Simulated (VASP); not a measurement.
# Uniaxial [001] stress on fcc Pt at PBEsol: Young's modulus, Poisson's ratio and the limit of linear elasticity between −2 % and +2 % strain

Platinum electrodes and thin beams in microdevices are loaded along one direction while their sides are free to move. To design such a part, one must know how much stress a given strain costs, how far the metal contracts sideways, and up to what strain constant moduli may be used. We address this for a perfect Pt crystal pulled or pressed along [001], calculated with PBEsol in nine steps from −2 % to +2 %. Strains are measured from the relaxed cubic crystal, and tension is positive for both strain and stress. The strain energy is given per atom above that same crystal. With one atom in the primitive cell, symmetry keeps the force on it at zero, so the whole response is a change of cell shape.

## Calculations

The start is an entry of the ASE's table of reference states database. The crystal was relaxed with PBEsol. Strain is imposed along [001]; the strain across the axis is adjusted until the stress across it vanishes, and the atoms are relaxed with PBEsol. VASP 6.6.1, plane waves with PAW, cutoff 450 eV, no spin polarisation, no spin-orbit coupling, k mesh 26×26×26, static lattice. The same in all rows: band gap on the k mesh at PBEsol: 0.000 eV.

Notes on method and selection:

- Runs that did not converge, have known faults or may not be shown are not listed, and runs on Ansatz's PAW sets soft_1 and soft_2 are kept to separate tables.

Columns:

- strain (%): strain along the axis (tension positive).
- transverse strain (%): strain across the axis.
- stress (GPa): stress along the axis, tension positive.
- strain energy (meV/atom): energy per atom above the relaxed crystal.

Input lines of one member:

```
PREC = Accurate
ENCUT = 450
EDIFF = 1E-07
NELM = 120
ISMEAR = 1
SIGMA = 0.15
LREAL = .FALSE.
ALGO = Normal
GGA = PS
NBANDS = 11
LASPH = .TRUE.
LORBIT = 11
KPAR = 2
IBRION = 1
NSW = 25
```

Command (options for logging and memory left out): `mpirun -np 2 vasp_std`

## Numbers

| member | strain (%) | transverse strain (%) | stress (GPa) | strain energy (meV/atom) |
| --- | --- | --- | --- | --- |
| −2 % | −2.0 | 0.876 | −2.71 | 2.591 |
| −1.5 % | −1.5 | 0.651 | −2.08 | 1.474 |
| −1 % | −1.0 | 0.429 | −1.42 | 0.6692 |
| −0.5 % | −0.5 | 0.213 | −0.73 | 0.1740 |
| 0 % | 0.0 | 0.002 | 0.00 | 0.00650 |
| +0.5 % | 0.5 | −0.203 | 0.75 | 0.1781 |
| +1 % | 1.0 | −0.402 | 1.53 | 0.6984 |
| +1.5 % | 1.5 | −0.596 | 2.32 | 1.576 |
| +2 % | 2.0 | −0.786 | 3.13 | 2.815 |

Least-squares fits to the whole series, with x = strain (%); R² and errors in the fitted variable (y, or ln y where the fit is in ln y):

| y | members | fit | R² | rms residual | leave-one-out rms | the same for the mean of the others |
| --- | --- | --- | --- | --- | --- | --- |
| transverse strain (%) | 9 | y = 0.02044 − 0.4156 x | 1.00 | 0.016 | 0.022 | 0.60 |
| stress (GPa) | 9 | y = 0.08778 + 1.465 x | 1.00 | 0.078 | 0.11 | 2.1 |

## Mechanism

Stress rises and transverse strain falls at every step from −2 % to +2 %. The moduli at small strain follow from the ±0.5 % rows:

- Young's modulus along [001]: $E$ = (0.75 + 0.73) / 0.010 = 148 GPa.
- Poisson's ratio: $\nu$ = (0.203 + 0.213) / 1.0 = 0.416.
- Bulk modulus: $B = E/[3(1-2\nu)]$ = 148 / (3 × (1 − 2 × 0.416)) = 294 GPa.
- Tetragonal shear modulus: $C' = (C_{11}-C_{12})/2 = E/[2(1+\nu)]$ = 148 / (2 × (1 + 0.416)) = 52.3 GPa.

$B$ is the least certain of these, because an error of 0.001 in $\nu$ shifts it by about 1 %. $C_{44}$ does not enter this deformation and cannot be obtained from it.

Pt resists a change of volume much more strongly than a tetragonal change of shape, which is why $\nu$ is close to one half. In $1/E = 1/(9B) + 1/(3C')$ the shear term supplies 148 / (3 × 52.3) = 0.94 of the compliance.

The response is not quite linear. The slope of stress against strain grows from (2.71 − 2.08) / 0.005 = 126 GPa between the two most compressed rows to (3.13 − 2.32) / 0.005 = 162 GPa between the two most stretched. Pt thus stiffens in [001] tension and softens in compression, the reverse of what the weakening of stretched bonds alone would suggest.

Symmetry offers a reason. An fcc crystal is also a body-centred tetragonal one with $c/a = \sqrt{2}$, and compression along [001] with free sides moves it towards $c/a = 1$, the bcc structure. There the uniaxial stress must vanish again, so the resistance has to weaken along that path. Part of the asymmetry is geometric, since the stress refers to the current cross-section. Per original area, the end values become 3.13 × (1 − 0.786 / 100)² = 3.08 GPa and 2.71 × (1 + 0.876 / 100)² = 2.76 GPa in magnitude, so most of the asymmetry remains.

## Exceptions

Largest departures from the fit to the whole series:

| member | transverse strain (%) | fit | computed − fit | in rms residuals |
| --- | --- | --- | --- | --- |
| +2 % | −0.786 | −0.811 | +0.025 | 1.6 |
| −2 % | 0.876 | 0.852 | +0.024 | 1.6 |
| 0 % | 0.002 | 0.020 | −0.018 | 1.2 |
| +0.5 % | −0.203 | −0.187 | −0.016 | 1.0 |

The departures from the straight line for transverse strain form a pattern: both end members lie above it, by 0.025 and 0.024 percentage points, while 0 % and +0.5 % lie below. This is the mark of a curved response fitted by a line, not of faulty members. The stress behaves alike, and its fitted intercept of 0.088 GPa is a product of the same curvature, since the unstrained row has 0.00 GPa.

The unstrained row does show one numerical oddity. Its strain energy is 0.0065 meV/atom where zero is expected. The likeliest cause is the plane-wave basis: a cell relaxation keeps the basis of its starting cell, whereas a fresh run builds one for the final cell. The transverse strain of 0.002 % in this row probably reflects a slight residual stress left by the relaxation; it is far too small to account for the energy.

## Applications

**What stress and sideways contraction go with 0.8 % tension?**
A quadratic form, $\sigma = 1.47\,\varepsilon + 0.053\,\varepsilon^2$ (GPa, $\varepsilon$ in %), reproduces the nine stresses with a typical miss of 0.01 GPa, against 0.078 GPa for the straight line and about 2 GPa for the scatter about the mean. The linear coefficient is the slope of the fitted line; the quadratic one follows from the two end rows, (3.13 − 2.71) / (2 × 4) = 0.053. At 0.8 % the form gives 1.47 × 0.8 + 0.053 × 0.8 × 0.8 = 1.21 GPa. For the contraction, interpolation between +0.5 % and +1 % gives −0.203 − 0.6 × (0.402 − 0.203) = −0.322 %.

**Is one strained cell enough to obtain Young's modulus?**
At 1 % strain, tension alone gives 1.53 / 0.010 = 153 GPa and compression alone 1.42 / 0.010 = 142 GPa. Their mean, (153 + 142) / 2 = 147.5 GPa, agrees with the 148 GPa from ±0.5 %. A pair of opposite strains cancels the leading curvature; a single cell leaves an error of about 4 %.

**Does the energy offset matter when moduli are fitted to energies?**
For a harmonic crystal, the mean energy of the ±1 % rows should be four times that of the ±0.5 % rows. As printed, the ratio is (0.6692 + 0.6984) / (0.1740 + 0.1781) = 3.88. With 0.0065 meV/atom subtracted from each energy it becomes (0.6692 + 0.6984 − 2 × 0.0065) / (0.1740 + 0.1781 − 2 × 0.0065) = 3.99. The offset therefore appears to be common to these rows and should be removed before small strains are used.

## Closing remarks

With a constant modulus of 148 GPa, the stress is right to about 1 % at ±0.5 % strain and to about 4 % at ±1 %. At +2 % the computed stress is 6 % larger than the linear value, and at −2 % it is 8 % smaller in magnitude. Linear elasticity thus serves well up to about 1 %, and beyond that the quadratic term is worth keeping within the calculated range.

The lattice is static, and thermal motion would normally lower the moduli. Spin-orbit coupling, which is strong in Pt, is left out; we assign no sign to its effect. No measured moduli are compared here. The crystal is also free of dislocations, whereas ordinary bulk Pt yields at stresses far below the gigapascals reached at the ends of the series. The larger strains are therefore relevant mainly to very small or nearly defect-free pieces.

[Logs are printed without paths, hosts, clocks, repeated set-up lines and the standing remarks that a program may print on its own settings, such as how far it seeks lower states.]
